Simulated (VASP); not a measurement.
Given:

```
WS2
1.0
    1.56420    -2.70927     0.00000
    1.56420     2.70927     0.00000
    0.00000     0.00000    12.17821
W S
2 4
Direct
  0.33333   0.66667   0.25000
  0.66667   0.33333   0.75000
  0.33333   0.66667   0.87841
  0.66667   0.33333   0.37841
  0.66667   0.33333   0.12159
  0.33333   0.66667   0.62159
```

These are LDA (Ceperley-Alder, Perdew-Zunger), VASP's LDA PAW potentials (set 64) (plane waves; VASP) values and carry that method's errors. Run with 500 eV cut-off, 8×8×2 Γ-centred mesh, Gaussian smearing of 0.050 eV, potentials W_sv S.

Energy and stress use the plane-wave basis of the starting cell.

**Question.** The ions, cell shape and volume at an external pressure of 5.0 GPa are relaxed. What does this cell relax into?

**Answer.** 
```
WS2
1.0
    1.54675    -2.67906     0.00000
    1.54675     2.67906     0.00000
    0.00000     0.00000    11.56697
W S
2 4
Direct
  0.33333   0.66667   0.25000
  0.66667   0.33333   0.75000
  0.33333   0.66667   0.88559
  0.66667   0.33333   0.38559
  0.66667   0.33333   0.11441
  0.33333   0.66667   0.61441
```
Space group P6_3/mmc (194), at a tolerance of 0.03 Å.

**Question.** How do energy and volume change from the first to the last step?

**Answer.** The energy (σ→0) changes by +16.1 meV/atom and the volume by -7.1 %, in 13 ionic steps.

```
step  E(σ→0) (eV)  max force (eV/Å)  pressure (GPa)  volume (Å³)
----  -----------  ----------------  --------------  -----------
1        -52.5253             0.003            0.00       103.22
2        -52.1431             1.619           16.86        95.40
3        -52.4856             0.496            4.94       100.58
4        -52.4770             0.264            4.95        99.30
5        -52.4475             0.034            5.03        98.02
6        -52.4460             0.027            5.13        97.24
7        -52.4217             0.003            5.56        95.71
8        -52.4118             0.007            5.67        95.37
9        -52.4135             0.004            5.65        95.42
10       -52.4372             0.097            4.16        96.18
11       -52.4270             0.055            4.86        95.82
12       -52.4289             0.012            5.05        95.88
13       -52.4286             0.005            4.99        95.86
```

The compound is WS2 in the 2H layered structure. This run relaxes it under an external pressure of 5 GPa. Symmetry was kept, so distortions that lower it aren't found.
